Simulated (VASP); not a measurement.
```
PbTe
1.0
    0.00000     3.31366     3.31366
    3.31366     0.00000     3.31366
    3.31366     3.31366     0.00000
Te Pb
1 1
Direct
  0.50000   0.50000   0.50000
  0.00000   0.00000   0.00000
```

Calculation: revPBE GGA, VASP's PBE PAW potentials (set 64) (plane waves; VASP 6.6.1). Run with 520 eV cut-off, 8×8×8 Γ-centred mesh, tetrahedra with Blöchl corrections, potentials Te Pb_d.

Unless said otherwise, spin-orbit coupling is left out, though it shifts the bands of the heavy elements here.

Question: Predict the energy per atom (σ→0), band gap (on the k-mesh) with the smallest direct gap where there is one.

Answer: 
```json
{
 "band gap (on the k-mesh)": "0.93 eV",
 "smallest direct gap (on the k-mesh)": "0.93 eV",
 "energy per atom (σ→0)": "-3.464 eV/atom"
}
```

The compound is PbTe in the rock salt structure. It was relaxed first, which changed the volume by +8 %.
